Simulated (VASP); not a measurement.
Given:

```xyz
2
Lattice="0.0000 3.3517 3.3517 3.3517 0.0000 3.3517 3.3517 3.3517 0.0000" Properties=species:S:1:pos:R:3 pbc="T T T"
In     3.3517     0.0000     3.3517
Sb     1.6759     1.6759     1.6759
```

These are PBE GGA with D3 dispersion (zero damping), VASP's PBE PAW potentials (set 64) (plane waves; VASP) values and carry that method's errors. Numerical set-up: 520 eV cut-off, 10×10×10 Γ-centred mesh, first-order Methfessel-Paxton smearing of 0.10 eV, potentials In_d Sb.

Give the stress tensor in GPa (positive for a compressed cell).

```
-2.07   0.00   0.00
 0.00  -2.07   0.00
 0.00   0.00  -2.07
```
The pressure is its mean diagonal, -2.07 GPa.

The compound is InSb in the zinc blende structure. This cell is one point of a volume scan, at 1.06 of the reference volume.
